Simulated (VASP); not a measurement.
An input for Ansatz (written as the equivalent of a VASP run, and not itself run):

Ansatz 0.2 input:
```yaml
crystal:
  lattice:
    - [0.0000000, 2.6203265, 2.6203265]
    - [2.6203265, 0.0000000, 2.6203265]
    - [2.6203265, 2.6203265, 0.0000000]
  atoms:
    - { symbol: Li, position: [0.0000000, 0.0000000, 0.0000000] }
    - { symbol: Cl, position: [0.5000000, 0.5000000, 0.5000000] }
kpoints:
  mp_grid: { grid: [8, 8, 8] }
hamiltonian:
  xc: revpbe
  pseudopotentials: { kind: paw }
scf:
  occupations: { method: gaussian, width: 0.05 }
  max_iter: 100
relax:
  max_steps: 60
  f_tol: 0.01
  cell: {}
output: { forces: true, stress: true, eigenvalues: true }
```

Task: Write the VASP files for the same calculation (revPBE).

Result: Several could match; the one computed here: 
**INCAR**
```
SYSTEM = LiCl
PREC = Accurate; ENCUT = 520; LREAL = .FALSE.
LASPH = .TRUE.
EDIFF = 1E-6; NELM = 100; ALGO = Normal
ISMEAR = 0; SIGMA = 0.05
GGA = RE
IBRION = 2; NSW = 60; ISIF = 3
EDIFFG = -0.01
LWAVE = .FALSE.; LCHARG = .FALSE.
```

File POSCAR:
```
LiCl
1
    0.0000000000     2.6203265293     2.6203265293
    2.6203265293    -0.0000000000     2.6203265293
    2.6203265293     2.6203265293    -0.0000000000
Li Cl
1 1
Direct
  0.0000000000   0.0000000000   0.0000000000
  0.5000000000   0.5000000000   0.5000000000
```

File KPOINTS:
```
Automatic mesh
0
Gamma
8 8 8
0 0 0
```

POTCAR, in this order: Li_sv Cl (PBE.64 set). Program: vasp_std.

What does not carry over: each code has its own PAW files, so the cut-off isn't converted (ENCUT is set for VASP's; basis.ecutwfc is left out, and Ansatz then takes the one that its files recommend); Ansatz stops its SCF on the density residual and VASP on the energy change (EDIFF).

The compound is LiCl in the rock salt structure. It was relaxed first, which changed the volume by +6 %. The start is the result of an earlier pass.
